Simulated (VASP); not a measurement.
Data:

```yaml
crystal:
  lattice:
    - [0.00000, 1.97136, 1.97136]
    - [1.97136, 0.00000, 1.97136]
    - [1.97136, 1.97136, 0.00000]
  atoms:
    - { symbol: Pt, position: [0.00000, 0.00000, 0.00000] }
```

The numbers are results of r2SCAN meta-GGA, VASP's PBE PAW potentials (set 64) (plane waves; VASP 6.6.1), not measurements. Numerical set-up: PREC = Normal, EDIFF = 1E-5, 400 eV cut-off, 18×18×18 Γ-centred mesh, first-order Methfessel-Paxton smearing of 0.10 eV, potentials Pt.

Unless said otherwise, spin-orbit coupling is left out, though it shifts the bands of the heavy elements here.

Task: What does the run give for the energy per atom (σ→0), band gap (on the k-mesh) with the smallest direct gap where there is one?

Result: 
The band gap (on the k-mesh) is none (metal, semimetal or under 0.01 eV) and the energy per atom (σ→0) comes out as -51.497 eV/atom.

Only differences to runs with the same potentials and settings are physical.

The compound is Pt in the fcc structure. It was relaxed first.
